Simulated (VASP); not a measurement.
Collinear spin orders of Ni (fcc), each at the geometry relaxed in the ferromagnetic state (one order's cell is shown).

Data:

```
CELL_PARAMETERS angstrom
      0.00000     1.73813     1.73813
      1.73813     0.00000     1.73813
      1.73813     1.73813     0.00000
ATOMIC_POSITIONS crystal
  Ni 0.00000 0.00000 0.00000
```
Starting moments (μB, in the order of the record's atoms Ni): 0.8.

The numbers are results of r2SCAN meta-GGA, VASP's PBE PAW potentials (set 64) (plane waves; VASP), not measurements. Run with 400 eV cut-off, 18×18×18 Γ-centred mesh, Gaussian smearing of 0.050 eV, potentials Ni.

The cells have different k-meshes, which leaves a few meV/atom of noise.

### Question
Which of these orders lies lowest, and by how much: ferromagnetic; moments alternating along a1 (doubled cell)?

### Answer
The order «ferromagnetic» lies lowest, by 89.9 meV/atom.
```csv
order,energy over the lowest (meV/atom),largest site moment (μB)
ferromagnetic,0.0,0.76
moments alternating along a1 (doubled cell),89.9,0.47
```

The compound is Ni in the fcc structure. It was relaxed first.
